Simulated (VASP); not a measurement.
Computed with PBE GGA with D3 dispersion (Becke-Johnson damping), VASP's PBE PAW potentials (set 64) (plane waves; VASP).

VASP input:

INCAR:
```
SYSTEM = WS2
PREC = Accurate; ENCUT = 480; LREAL = .FALSE.
LASPH = .TRUE.
EDIFF = 1E-6; NELM = 100; ALGO = Normal
LMAXMIX = 6
ISMEAR = 0; SIGMA = 0.05
GGA = PE; IVDW = 12
IBRION = 2; NSW = 60; ISIF = 3
EDIFFG = -0.02
LWAVE = .FALSE.; LCHARG = .FALSE.
```

File KPOINTS:
```
Automatic
0
gamma
7 7 2
0 0 0
```

POSCAR:
```
WS2
1
    3.1556360621     0.0000000000    -0.0000000000
   -1.5778180310     2.7328609728    -0.0000000000
    0.0000000000     0.0000000000    12.1221292018
W S
2 4
Direct
  0.6666670000   0.3333330000   0.7500000000
  0.3333330000   0.6666670000   0.2500000000
  0.6666670000   0.3333330000   0.3798861406
  0.3333330000   0.6666670000   0.8798861406
  0.3333330000   0.6666670000   0.6201138594
  0.6666670000   0.3333330000   0.1201138594
```

POTCAR, in this order: W_sv S (PBE.64 set). Program: vasp_std.

The resulting files:

### OSZICAR
```
       N       E                     dE             d eps       ncg     rms          rms(c)
DAV:   1     0.509361006108E+03    0.50936E+03   -0.27820E+04  1112   0.159E+03
DAV:   2    -0.170230155148E+02   -0.52638E+03   -0.51495E+03  1177   0.439E+02
DAV:   3    -0.491573935881E+02   -0.32134E+02   -0.31889E+02  1268   0.999E+01
DAV:   4    -0.498529867365E+02   -0.69559E+00   -0.69324E+00  1219   0.155E+01
DAV:   5    -0.498716189962E+02   -0.18632E-01   -0.18625E-01  1263   0.256E+00    0.384E+01
DAV:   6    -0.475383982298E+02    0.23332E+01   -0.14062E+01  1153   0.217E+01    0.172E+01
DAV:   7    -0.473067401239E+02    0.23166E+00   -0.38433E+00  1140   0.911E+00    0.647E+00
DAV:   8    -0.471888960371E+02    0.11784E+00   -0.60031E-01  1315   0.462E+00    0.208E+00
DAV:   9    -0.471908862232E+02   -0.19902E-02   -0.61379E-02  1378   0.127E+00    0.105E+00
DAV:  10    -0.471887590440E+02    0.21272E-02   -0.31767E-02  1215   0.110E+00    0.317E-01
DAV:  11    -0.471884757865E+02    0.28326E-03   -0.51326E-03  1208   0.435E-01    0.162E-01
DAV:  12    -0.471884258028E+02    0.49984E-04   -0.21534E-04  1234   0.979E-02    0.754E-02
DAV:  13    -0.471884320844E+02   -0.62816E-05   -0.15005E-04  1264   0.663E-02    0.254E-02
DAV:  14    -0.471884326015E+02   -0.51705E-06   -0.75069E-06  1140   0.173E-02
   1 F= -.49800947E+02 E0= -.49800947E+02  d E =-.498009E+02
       N       E                     dE             d eps       ncg     rms          rms(c)
DAV:   1    -0.471831721197E+02    0.52600E-02   -0.79151E-02  1069   0.245E+00    0.710E-01
DAV:   2    -0.471810068814E+02    0.21652E-02   -0.88731E-03  1191   0.691E-01    0.198E-01
DAV:   3    -0.471804943294E+02    0.51255E-03   -0.18041E-03  1249   0.212E-01    0.815E-02
DAV:   4    -0.471804363064E+02    0.58023E-04   -0.26400E-04  1210   0.102E-01    0.480E-02
DAV:   5    -0.471804341381E+02    0.21683E-05   -0.51686E-05  1337   0.452E-02    0.442E-02
DAV:   6    -0.471804373793E+02   -0.32412E-05   -0.18074E-05  1112   0.235E-02    0.902E-03
DAV:   7    -0.471804376915E+02   -0.31222E-06   -0.53601E-06  1149   0.169E-02
   2 F= -.49800789E+02 E0= -.49800789E+02  d E =0.158806E-03
       N       E                     dE             d eps       ncg     rms          rms(c)
DAV:   1    -0.471867601173E+02   -0.63227E-02   -0.31987E-02  1076   0.156E+00    0.449E-01
DAV:   2    -0.471858964644E+02    0.86365E-03   -0.35724E-03  1177   0.438E-01    0.126E-01
DAV:   3    -0.471856866429E+02    0.20982E-03   -0.73203E-04  1249   0.135E-01    0.516E-02
DAV:   4    -0.471856590467E+02    0.27596E-04   -0.10824E-04  1212   0.655E-02    0.301E-02
DAV:   5    -0.471856521985E+02    0.68482E-05   -0.20788E-05  1310   0.286E-02    0.280E-02
DAV:   6    -0.471856473722E+02    0.48264E-05   -0.71261E-06  1075   0.148E-02    0.561E-03
DAV:   7    -0.471856464234E+02    0.94879E-06   -0.19828E-06   685   0.108E-02
   3 F= -.49801019E+02 E0= -.49801019E+02  d E =-.719728E-04
```

OUTCAR:
```
------------------------ aborting loop because EDIFF is reached ----------------------------------------
 Edisp (eV)   -2.61537
  FORCE on cell =-STRESS in cart. coord.  units (eV):
  Direction    XX          YY          ZZ          XY          YZ          ZX
  --------------------------------------------------------------------------------------
  Total      -0.01587    -0.01587     0.06728    -0.00000    -0.00000     0.00000
  in kB      -0.24355    -0.24355     1.03223    -0.00000    -0.00000     0.00000
  external pressure =        0.18 kB  Pullay stress =        0.00 kB
  volume of cell :      104.43
      direct lattice vectors                 reciprocal lattice vectors
     3.154273174 -0.000000000  0.000000000     0.317030246  0.183037499 -0.000000000
    -1.577136587  2.731680677  0.000000000     0.000000000  0.366074999 -0.000000000
     0.000000000  0.000000000 12.119855045    -0.000000000 -0.000000000  0.082509238
 POSITION                                       TOTAL-FORCE (eV/Angst)
 -----------------------------------------------------------------------------------
      1.57714      0.91056      9.08989        -0.000000     -0.000000     -0.000000
     -0.00000      1.82112      3.02996         0.000000      0.000000     -0.000000
      1.57714      0.91056      4.60398         0.000000      0.000000      0.008757
     -0.00000      1.82112     10.66391        -0.000000      0.000000      0.008757
     -0.00000      1.82112      7.51587        -0.000000      0.000000     -0.008757
      1.57714      0.91056      1.45595         0.000000     -0.000000     -0.008757
 -----------------------------------------------------------------------------------
    total drift:                                0.000628     -0.000362      0.000791
  FREE ENERGIE OF THE ION-ELECTRON SYSTEM (eV)
  ---------------------------------------------------
  free  energy   TOTEN  =       -49.8010193986 eV

  energy  without entropy=      -49.8010193986  energy(sigma->0) =      -49.80101940

 reached required accuracy - stopping structural energy minimisation
```
(Selected blocks of OUTCAR.)

CONTCAR:
```
WS2
   1.00000000000000
     3.1542731742730497   -0.0000000000000249    0.0000000000000000
    -1.5771365870865679    2.7316806773479692    0.0000000000000000
     0.0000000000000000    0.0000000000000000   12.1198550450061084
  W               S
     2     4
Direct
     0.6666669999999968    0.3333330000000032    0.7500000000000000
     0.3333330000000032    0.6666669999999968    0.2500000000000000
     0.6666669999999968    0.3333330000000032    0.3798710215819895
     0.3333330000000032    0.6666669999999968    0.8798710215819895
     0.3333330000000032    0.6666669999999968    0.6201289784180105
     0.6666669999999968    0.3333330000000032    0.1201289784180105
```

OUTCAR:
```
 val. band max:        7.7611594963   @ k =   0.0000   0.0000   0.0000

 cond. band min:       8.7608204678   @ k =   0.1429   0.1429   0.0000


 Fermi energy:         8.0129269120

 k-point     1 :       0.0000    0.0000    0.0000
  band No.  band energies     occupation
      1     -66.8973      2.00000
      2     -66.8972      2.00000
      3     -31.1541      2.00000
      4     -31.1540      2.00000
      5     -30.9775      2.00000
      6     -30.9775      2.00000
      7     -30.9775      2.00000
      8     -30.9775      2.00000
      9      -7.9410      2.00000
     10      -7.6479      2.00000
     11      -6.4429      2.00000
     12      -5.8988      2.00000
     13      -0.0276      2.00000
     14       1.1902      2.00000
     15       3.7651      2.00000
     16       4.2527      2.00000
     17       4.2527      2.00000
     18       4.2716      2.00000
     19       4.2716      2.00000
     20       5.4742      2.00000
     21       5.4743      2.00000
     22       5.5445      2.00000
     23       5.5445      2.00000
     24       6.3478      2.00000
     25       6.4715      2.00000
     26       7.7612      2.00000
     27      10.0134      0.00000
     28      10.0157      0.00000
     29      10.0269      0.00000
     30      10.0297      0.00000
     31      10.0315      0.00000

 k-point     2 :       0.1429    0.0000    0.0000
  band No.  band energies     occupation
      1     -66.8937      2.00000
      2     -66.8936      2.00000
      3     -31.1414      2.00000
      4     -31.1413      2.00000
      5     -31.0476      2.00000
      6     -31.0476      2.00000
      7     -30.9938      2.00000
      8     -30.9938      2.00000
      9      -7.6011      2.00000
     10      -7.3092      2.00000
     11      -6.2912      2.00000
     12      -5.7931      2.00000
     13       0.3742      2.00000
     14       1.5822      2.00000
     15       3.3228      2.00000
     16       3.4361      2.00000
     17       3.4946      2.00000
...
```

Unless said otherwise, spin-orbit coupling is left out, though it shifts the bands of the heavy elements here.

The compound is WS2 in the 2H layered structure. This run relaxes it. Symmetry was kept, so distortions that lower it aren't found. The start is the result of an earlier pass.
